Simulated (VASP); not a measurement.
Consider the following.

```
CELL_PARAMETERS angstrom
      0.00000     2.24819     2.24819
      2.24819     0.00000     2.24819
      2.24819     2.24819     0.00000
ATOMIC_POSITIONS crystal
  Nb 0.00000 0.00000 0.00000
  C  0.50000 0.50000 0.50000
```

Calculation: revPBE GGA, VASP's PBE PAW potentials (set 64) (plane waves; VASP). Settings: 520 eV cut-off, 16×16×16 Γ-centred mesh, tetrahedra with Blöchl corrections, potentials Nb_sv C.

Predict the energy per atom (σ→0), band gap (on the k-mesh) with the smallest direct gap where there is one.

| Property | Result |
|---|---|
| band gap (on the k-mesh) | none (metal, semimetal or under 0.01 eV) |
| energy per atom (σ→0) | -951.7 kJ/mol-atom |

The absolute energy has meaning only against runs of the same code, potentials and settings.

The compound is NbC in the rock salt structure. It was relaxed first. The electron count is odd and the run is not spin-polarised, which forces a metal.
